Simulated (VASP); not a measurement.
Energy against volume of Rh (fcc). These are PW91 GGA, VASP's PBE PAW potentials (set 64) (plane waves; VASP) values and carry that method's errors. Run with 520 eV cut-off, 16×16×16 Γ-centred mesh, first-order Methfessel-Paxton smearing of 0.10 eV, potentials Rh_pv.

| V (Å³/atom) | E (eV/atom) |
|---|---|
| 13.690 | -7.25451 |
| 14.114 | -7.26570 |
| 14.537 | -7.25653 |
| 14.960 | -7.23049 |

Task: Fit these four points and predict the energy of the run at 13.267 Å³/atom.

Result: A cubic in V^(−2/3), the third-order Birch-Murnaghan form, passes through the four points with V0 = 14.12 Å³/atom and B0 = 255 GPa, and gives -7.2188 eV/atom there. The run gave -7.2188 eV/atom, +0.0 meV/atom from the fit; all five points give B0 = 255 GPa.

The compound is Rh in the fcc structure. It was relaxed first.
